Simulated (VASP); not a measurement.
These are LDA (Ceperley-Alder, Perdew-Zunger), VASP's LDA PAW potentials (set 64) (plane waves; VASP) values and carry that method's errors.

VASP ran on this input.

**INCAR**
```
# general
SYSTEM  = Zn
PREC    = Accurate
ENCUT   = 400   # plane-wave cut-off (eV)
LREAL   = .FALSE.   # projection in real space or not
LASPH   = .TRUE.   # aspherical one-centre terms

# electronic loop
EDIFF   = 1E-7
NELM    = 100   # most electronic steps
ALGO    = Normal   # blocked Davidson
LMAXMIX = 4

# smearing
ISMEAR  = -5

# ions
ISIF    = 2   # forces and stress, cell fixed

# output
LWAVE   = .FALSE.
LCHARG  = .TRUE.
LORBIT  = 11   # lm-projected
NEDOS   = 601   # DOS grid
```

### POSCAR
```
Zn
2.6014670
  0.5000000093  -0.8660255723   0.0000000000
  0.5000000093   0.8660255723   0.0000000000
  0.0000000000   0.0000000000   1.7601521688
Zn
2
direct
  0.3333330000   0.6666670000   0.2500000000
  0.6666670000   0.3333330000   0.7500000000
```

KPOINTS:
```
Automatic
0
gamma
18 18 9
```

POTCAR, in this order: Zn (LDA.64 set). Program: vasp_std.

Task: What will the output report for the number of irreducible k-points (NKPTS), number of bands (NBANDS), largest plane-wave count, number of space-group operations, FFT grid (NGX, NGY, NGZ)?

Result: 
| Item | Result |
|---|---|
| number of irreducible k-points (NKPTS) | 185 |
| number of bands (NBANDS) | 16 |
| largest plane-wave count | 513 |
| number of space-group operations | 24 |
| FFT grid (NGX, NGY, NGZ) | 18 × 18 × 30 |

The compound is Zn in the hcp structure. It was relaxed first, which changed the volume by -12 %.
